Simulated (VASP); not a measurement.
Input:

```
Mg3Sb2
1.0
    2.29738    -3.97918     0.00000
    2.29738     3.97918     0.00000
    0.00000     0.00000     7.24674
Mg Sb
3 2
Direct
  0.00000   0.00000   0.00000
  0.33333   0.66667   0.63380
  0.66667   0.33333   0.36620
  0.33333   0.66667   0.22573
  0.66667   0.33333   0.77427
```

Computed with TPSS meta-GGA, VASP's PBE PAW potentials (set 64) (plane waves; VASP 6.6.1). Run with 520 eV cut-off, 6×6×4 Γ-centred mesh, tetrahedra with Blöchl corrections, potentials Mg Sb.

Unless said otherwise, spin-orbit coupling is left out, though it shifts the bands of the heavy elements here.

Task: What does the run give for the energy per atom (σ→0), band gap (over mesh and band path) with the smallest direct gap where there is one?

Result: 
* **band gap (over mesh and band path)**: 0.30 eV
* **smallest direct gap (over mesh and band path)**: 1.23 eV
* **energy per atom (σ→0)**: -8.456 eV/atom

The compound is Mg3Sb2 in the a-la2o3 structure. It was relaxed first.
